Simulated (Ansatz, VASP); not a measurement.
# WS2 in two plane-wave programs

Aim: how closely do two programs agree when they are given the same cell, functional and k mesh? Of the first pair: The structure shown is the end of the Ansatz relaxation below.

Main program and level: Ansatz 0.2.0; plane waves, with VASP 6.6.1 beside it; single point at PBEsol with D3(BJ).

**1. The structure**

The cell holds 18 atoms: 6 W and 12 S. Cell: a = 3.116 Å, b = 3.116 Å, c = 91.780 Å, α = 90.0°, β = 90.0°, γ = 120.0°. Vacuum lies along c.

**2. Ansatz: relaxation, PBEsol with D3(BJ)**

Ansatz runs on its PAW soft_1 files.

This run makes the geometry at which the two programs are then compared.

The input, input.yaml:

```yaml
crystal:
  lattice:
    - [3.1163866993, 0.0, 0.0]
    - [-1.5581933496, 2.6988700496, 0.0]
    - [0.0, 0.0, 91.78000128]
  atoms:
    - { symbol: W, position: [0.3333333333, 0.6666666667, 0.1119030616] }
    - { symbol: S, position: [0.6666666667, 0.3333333333, 0.0947519118] }
    - { symbol: S, position: [0.6666666667, 0.3333333333, 0.1290446058] }
    - { symbol: W, position: [0.6666666667, 0.3333333333, 0.1761207732] }
    - { symbol: S, position: [0.3333333333, 0.6666666667, 0.1589946197] }
    - { symbol: S, position: [0.3333333333, 0.6666666667, 0.1932462195] }
    - { symbol: W, position: [0.3333333333, 0.6666666667, 0.2402663199] }
    - { symbol: S, position: [0.6666666667, 0.3333333333, 0.2231414978] }
    - { symbol: S, position: [0.6666666667, 0.3333333333, 0.257391062] }
    - { symbol: W, position: [0.6666666667, 0.3333333333, 0.3044057144] }
    - { symbol: S, position: [0.3333333333, 0.6666666667, 0.2872809723] }
    - { symbol: S, position: [0.3333333333, 0.6666666667, 0.3215305365] }
    - { symbol: W, position: [0.3333333333, 0.6666666667, 0.368551261] }
    - { symbol: S, position: [0.6666666667, 0.3333333333, 0.3514258147] }
    - { symbol: S, position: [0.6666666667, 0.3333333333, 0.3856774145] }
    - { symbol: W, position: [0.6666666667, 0.3333333333, 0.4327689727] }
    - { symbol: S, position: [0.3333333333, 0.6666666667, 0.4156274284] }
    - { symbol: S, position: [0.3333333333, 0.6666666667, 0.4499201224] }
  periodic: [true, true, false]
kpoints:
  mp_grid: { grid: [9, 9, 1] }
hamiltonian:
  xc: pbesol
  dispersion: d3bj
  pseudopotentials: { kind: paw, azcp: { folder: soft_1 }, xc_functional: pbe }
scf:
  occupations: { method: fixed }
output:
  forces: true
  stress: true
  eigenvalues: true
relax:
  adjacent_minimum: "off"
  f_tol: 0.001
  max_steps: 60
  cell: { stress_2d_tol: 0.002 }
```

Command:

```sh
$ ansatz run input.yaml --threads 8 --pin off --max-ram 20480MiB --backend cpu --events-out ev --progress --plain --runs-dir out
```

Numbers of over 12 decimals in the logs are rounded to 6 here.

The program printed:

```text
Engine: ansatz 0.2.0, aarch64-unknown-linux-gnu
Pseudopotentials: kind: paw
Pseudopotential: W, paw, valence charge 14, recommended cutoff 420 eV (normal), soft_1/W.paw.azcp
Pseudopotential: S, paw, valence charge 6, recommended cutoff 420 eV (normal), soft_1/S.paw.azcp
Functional definition: PBEsol
  exchange = pbesol_x
  correlation = pbesol_c
Crystal: 18 atoms, lattice volume = 771.936 Å³
Basis set: ecut = 420 eV, 15007 PW (Γ), exchange–correlation on 48×48×1250 points (8 copies of the dense FFT grid, shifted against one another)
Bands: 96, of which v1, the nominal top of the filled ones, is band 78 counted from 1 (77 counted from 0)
Symmetry: 12 space group operations
Space group: P-3m1 (ITA 164), of the structure as read, at distance tolerance 9.2e-5 Å
k-points: 12 of 81
Non-local potential: W, projectors of the file, l = 0: 3, l = 1: 2, l = 2: 2, l = 3: 1
Non-local potential: S, projectors of the file, l = 0: 2, l = 1: 2, l = 2: 1
PAW form: soft (Blöchl's): semilocal exchange-correlation on the pseudo side does not see the compensation charge
PAW frozen core: W, regenerated for the run's functional, and the local potential with it (the file was generated under x = pbe(κ = 0.804, μ = 0.219515), c = pbe(β = 0.066725))
PAW frozen core: S, regenerated for the run's functional, and the local potential with it (the file was generated under x = pbe(κ = 0.804, μ = 0.219515), c = pbe(β = 0.066725))
PAW one-centre angular grid: W, 590 points (default); XC on 64 Gauss nodes
PAW one-centre angular grid: S, 110 points (default); XC on 64 Gauss nodes
Initial density: superposition of atomic densities (neutral atoms: chi_scale 0, normalization atom)
Initial wavefunctions: pseudopotential atomic-orbital guess
Functional: x = pbesol(κ = 0.804, μ = 0.123457), c = pbesol(β = 0.046)
SCF iter   1: F=—  HF=-72189.733655 eV  |F-HF|=—  |Δ(HF+E_count)|=         —  Δρ=2.84e-2  dr2=7.12e0  ethr=3.10e-3  ⟨swp⟩=7.6  Hψ=6618  notcnv=0  defer=138
preconditioner: auto → Resta (q_TF=auto, 2.090 Å⁻¹)  ε∞=3.4  [insulator: Δε(μ)=0.843 eV  Ē_g=8.945 eV  n_scr=60 (ndim 8)  ℏωp=13.9 eV  f_vac=0.606  ε∞_Penn≈3.4  vacuum switching on, ρ_ref=5.8e-3 e/Å³]
SCF iter   2: F=—  HF=-72187.629622 eV  |F-HF|=—  |Δ(HF+E_count)|=    2.10e0  Δρ=1.26e-2  dr2=1.42e0  ethr=3.10e-3  ⟨swp⟩=3.4  Hψ=2356  notcnv=0  defer=143
SCF iter   3: F=—  HF=-72187.335996 eV  |F-HF|=—  |Δ(HF+E_count)|=   2.94e-1  Δρ=5.81e-3  dr2=5.64e-1  ethr=9.11e-4  ⟨swp⟩=4.6  Hψ=2714  notcnv=0  defer=180
SCF iter   4: F=—  HF=-72187.262171 eV  |F-HF|=—  |Δ(HF+E_count)|=   7.38e-2  Δρ=2.22e-3  dr2=3.19e-2  ethr=3.62e-4  ⟨swp⟩=4.0  Hψ=2183  notcnv=0  defer=178
SCF iter   5: F=—  HF=-72187.259689 eV  |F-HF|=—  |Δ(HF+E_count)|=   2.48e-3  Δρ=5.28e-4  dr2=1.48e-2  ethr=2.05e-5  ⟨swp⟩=4.8  Hψ=2931  notcnv=0  defer=192
SCF iter   6: F=—  HF=-72187.259022 eV  |F-HF|=—  |Δ(HF+E_count)|=   6.67e-4  Δρ=3.24e-4  dr2=4.53e-3  ethr=9.51e-6  ⟨swp⟩=5.0  Hψ=1811  notcnv=0  defer=190
SCF iter   7: F=—  HF=-72187.258753 eV  |F-HF|=—  |Δ(HF+E_count)|=   2.68e-4  Δρ=1.35e-4  dr2=4.47e-4  ethr=2.90e-6  ⟨swp⟩=3.2  Hψ=1700  notcnv=0  defer=188
SCF iter   8: F=—  HF=-72187.258869 eV  |F-HF|=—  |Δ(HF+E_count)|=   1.15e-4  Δρ=7.21e-5  dr2=3.22e-4  ethr=2.86e-7  ⟨swp⟩=3.4  Hψ=2463  notcnv=0  defer=186
SCF iter   9: F=—  HF=-72187.258854 eV  |F-HF|=—  |Δ(HF+E_count)|=   1.48e-5  Δρ=3.93e-5  dr2=2.64e-5  ethr=2.07e-7  ⟨swp⟩=2.3  Hψ=1426  notcnv=0  defer=182
SCF iter  10: F=—  HF=-72187.258209 eV  |F-HF|=—  |Δ(HF+E_count)|=   6.45e-4  Δρ=9.26e-6  dr2=2.89e-6  ethr=1.69e-8  ⟨swp⟩=2.9  Hψ=2405  notcnv=0  defer=181
SCF iter  11: F=—  HF=-72187.258209 eV  |F-HF|=—  |Δ(HF+E_count)|=   3.96e-8  Δρ=3.93e-6  dr2=6.29e-7  ethr=1.86e-9  ⟨swp⟩=3.7  Hψ=2505  notcnv=0  defer=181
SCF iter  12: F=—  HF=-72187.258209 eV  |F-HF|=—  |Δ(HF+E_count)|=   1.26e-8  Δρ=2.42e-6  dr2=2.96e-7  ethr=4.03e-10  ⟨swp⟩=3.0  Hψ=2052  notcnv=0  defer=181
SCF iter  13: F=-72187.258209 eV  HF=-72187.258209 eV  |F-HF|=3.51e-8  |Δ(HF+E_count)|=   5.89e-9  Δρ=1.30e-6  dr2=5.12e-8  ethr=6.41e-11  ⟨swp⟩=22.9  Hψ=10217  notcnv=0
SCF 1 converged in 13 iterations: F = -72187.258209 eV  dr2 = 5.12e-8
  greatest PAW one-centre occupation: 0.999 electrons in one spin orbital (limit 2), on the W atom at site 15 (counted from 0), in its partial waves of l = 0
relax step   1: F+E_penalty+E_count = -72187.25820902 eV  Δ(F+E_penalty+E_count) = +0.000e0 eV  max|allowed force component| = 2.003e-4 eV/Å  Δτ_max = 0.0000 Å  P = -0.001 N/m  Ω = 771.936 Å³  fix = [c, alpha, beta]  reactions: c -0.000 N/m  (13 SCF iters, dr2 threshold 1.00e-7 eV, accepted)
Initial density: handed on by an earlier stage of this run
Initial wavefunctions: pseudopotential atomic-orbital guess (no wavefunctions were taken with the density)
iter 1 solved again at ethr=7.27e-7 eV; its pass at ethr=3.10e-3 eV (dr2=1.13e-3 eV) is discarded
[...]
basis re-selected at this cell: Δ(F+E_penalty+E_count) = -3.859e-8 eV, ΔP = -0.000 N/m vs the last step (what re-selecting the basis moved, of the pressure what is left beyond the Pulay correction that the steps carried, after the strain that the cell walked since its last selection, with what the two solves' SCF thresholds leave and, on support functions, any second-order correction that the steps lacked; it is no m [...]
SCF converged after 11 iterations
Free energy (F): -72187.258209 eV
Harris-Foulkes:  -72187.258209 eV  (|F-HF|=2.33e-9)
Internal energy: -72187.258209 eV  (E = F + TS)
E sigma→0 (E₀):  -72187.258209 eV
Fermi energy:    -4.943176 eV
--- Per-component energies (eV) ---
  E_band       = -3743.426864
  E_kinetic    = 3822.279747
  E_local      = -2955550.857684  (includes V_loc(G=0)·N_el)
  E_nonlocal   = 281.885860
  E_hartree    = 1475599.001348
  E_xc         = -2662.592168
  E_vxc        = -2392.448595  (∫ρ·V_xc dr)
  E_paw        = -57815.046298  (= ΣΔE_a)
  E_vpaw       = -1102.289990  (= ΣTr[D̂ρ^β])
  E_aug_tail   = 0.000924  (compensation charges beyond the density's cutoff)
  E_ewald      = 1464142.961523
  E_disp       = -6.966000  (pairwise vdW)
  E_core_change = 2.074539  (= ΣΔE_core)
  E_smearing   = -0.000000  (= −TS)
  E_closure    = -0.000000  (closes the sum)
  Σ components = -72187.258209   (vs F -72187.258209, Δ=0.00e0)
--- Forces (eV/Å), atoms counted from 1 ---
  atom   1  W     -0.00000000     0.00000000    -0.00002467
  atom   2  S      0.00000000     0.00000000     0.00008433
  atom   3  S      0.00000000     0.00000000    -0.00003053
  atom   4  W      0.00000000    -0.00000000     0.00013702
  atom   5  S     -0.00000000     0.00000000     0.00002275
  atom   6  S     -0.00000000     0.00000000     0.00003376
  atom   7  W     -0.00000000     0.00000000     0.00002968
  atom   8  S      0.00000000    -0.00000000    -0.00006564
  atom   9  S      0.00000000    -0.00000000     0.00016869
  atom  10  W      0.00000000    -0.00000000    -0.00002968
  atom  11  S      0.00000000     0.00000000    -0.00016869
  atom  12  S      0.00000000     0.00000000     0.00006564
  atom  13  W     -0.00000000     0.00000000    -0.00013702
  atom  14  S      0.00000000    -0.00000000    -0.00003376
  atom  15  S      0.00000000    -0.00000000    -0.00002275
  atom  16  W      0.00000000    -0.00000000     0.00002467
  atom  17  S     -0.00000000    -0.00000000     0.00003053
  atom  18  S      0.00000000    -0.00000000    -0.00008433
  max |Σ_I F_I| component: 7.17e-17 eV/Å
--- 2D stress c σ (N/m, compression-positive) ---
       -0.001638      -0.000000       0.000000
       -0.000000      -0.001638      -0.000000
        0.000000       0.000000       0.000000
  P = ½ c Tr σ = -0.0016 N/m
--- Band table (eV; the first three rows and the last of 12) ---
  k-point 0: bands = [... 74 lower, -5.4603, -5.2090, -5.0398, -4.9432, -2.7259, -2.7259, -2.7248, -2.7248, ... 14 higher]
  k-point 1: bands = [... 74 lower, -5.6935, -5.5565, -5.4784, -5.4410, -3.0071, -2.9903, -2.9456, -2.9129, ... 14 higher]
  k-point 2: bands = [... 74 lower, -6.4825, -6.4662, -6.4600, -6.4502, -3.7014, -3.5866, -3.4085, -3.2142, ... 14 higher]
  k-point 11: bands = [... 74 lower, -5.7974, -5.7183, -5.6434, -5.5917, -3.6591, -3.6591, -3.6583, -3.6583, ... 14 higher]
--- Relaxed structure (1 steps of the walk, 1 accepted, 1 SCFs on fresh bases) ---
  F+E_penalty+E_count = -72187.25820906 eV   max|allowed force component| = 1.687e-4 eV/Å   (the final SCF, on the basis selected at the relaxed cell)
  cell:  # Å, volume = 771.9361 Å³
    - [3.116387, -2.886751761898704e-11, 0.0]
    - [-1.558193, 2.698870, 0.0]
    - [0.0, 0.0, 91.78000128]
  atoms:
    - { symbol: W, position: [0.333333, 0.666667, 0.111903] }
    - { symbol: S, position: [0.666667, 0.333333, 0.094752] }
    - { symbol: S, position: [0.666667, 0.333333, 0.129045] }
    - { symbol: W, position: [0.666667, 0.333333, 0.176121] }
    - { symbol: S, position: [0.333333, 0.666667, 0.158995] }
    - { symbol: S, position: [0.333333, 0.666667, 0.193246] }
    - { symbol: W, position: [0.333333, 0.666667, 0.240266] }
    - { symbol: S, position: [0.666667, 0.333333, 0.223141] }
    - { symbol: S, position: [0.666667, 0.333333, 0.257391] }
    - { symbol: W, position: [0.666667, 0.333333, 0.304406] }
    - { symbol: S, position: [0.333333, 0.666667, 0.287281] }
    - { symbol: S, position: [0.333333, 0.666667, 0.321531] }
    - { symbol: W, position: [0.333333, 0.666667, 0.368551] }
    - { symbol: S, position: [0.666667, 0.333333, 0.351426] }
    - { symbol: S, position: [0.666667, 0.333333, 0.385677] }
    - { symbol: W, position: [0.666667, 0.333333, 0.432769] }
    - { symbol: S, position: [0.333333, 0.666667, 0.415627] }
    - { symbol: S, position: [0.333333, 0.666667, 0.449920] }
```

(Part 1 of 3 ends here.)

[Lines on the potential files, build, host, timing and source positions are cut from VASP's logs without a mark.]

[Logs are printed without paths, hosts, clocks, repeated set-up lines and the standing remarks that a program may print on its own settings, such as how far it seeks lower states.]

[Hosts, paths, dates, database ids (printed as entryN), source tags and the programs' standing remarks are cut or masked in the printed files.]
